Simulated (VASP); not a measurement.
Runs of VASP 6.6.1 on Tl. It takes space group P6/mmm (No. 191, hexagonal). Conventional cell: a = 5.364 Å, b = 5.364 Å, c = 3.302 Å, α = 90.00°, β = 90.00°, γ = 120.00°. Tl (site symmetry 6/mmm) is surrounded by 14 Tl at 3.30 to 3.51 Å. Tl (site symmetry -6m2) is surrounded by 11 Tl at 3.10 to 3.51 Å. The cell was built by a generator and needn't be a form met in nature.

```csv
task,cell,k mesh,cutoff (eV),gap on the mesh (eV),pressure (GPa)
single point,"P6/mmm, 27.43 Å³/atom",7 × 7 × 10,520,none,(a)
relaxation of cell and atoms,relaxed,7 × 7 × 10,600,none,0.0
single point,"P6/mmm, 27.43 Å³/atom",9 × 9 × 13,520,none,0.4
single point,"P6/mmm, 24.14 Å³/atom",8 × 8 × 11,520,none,8.3
```

Alike in all rows: level LDA; potentials or basis VASP PAW LDA potentials, release 64 (Tl_d); no spin polarisation; smearing fermi-dirac 0.1 eV.

Problem. Fill in the values left out.

Solution. (a) 0.1.

A k mesh can miss the band edges, and the runs leave out spin-orbit coupling on Tl.

A gap of «none» marks a metal or a gap under the smearing width.
